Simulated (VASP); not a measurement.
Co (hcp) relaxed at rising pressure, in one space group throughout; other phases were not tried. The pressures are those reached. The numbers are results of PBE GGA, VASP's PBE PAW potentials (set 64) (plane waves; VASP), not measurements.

```json
[
 {"P (GPa)": "-0.04", "V (Å³/atom)": "10.832", "k-mesh": "17×17×9"},
 {"P (GPa)": "4.97", "V (Å³/atom)": "10.589", "k-mesh": "17×17×9"},
 {"P (GPa)": "9.95", "V (Å³/atom)": "10.377", "k-mesh": "17×17×9"},
 {"P (GPa)": "30.00", "V (Å³/atom)": "9.700", "k-mesh": "17×17×9"}
]
```

A change of mesh leaves a small step in the series.

Question: Fit an equation of state and predict the volume at 44.95 GPa.

Answer: Least squares on the third-order Birch-Murnaghan form, P = (3B0/2)(y⁷ − y⁵)[1 + (3/4)(B′ − 4)(y² − 1)] with y = (V0/V)^(1/3), gives V0 = 10.830 Å³/atom, B0 = 211 GPa and B′ = 4.6, and so 9.318 Å³/atom. The run gave 9.332 Å³/atom, +0.1 % from the fit.

Pressures at which the relaxation failed are left out.

The compound is Co in the hcp structure. The spin order is the one that the start imposed; others were not tried in this run.
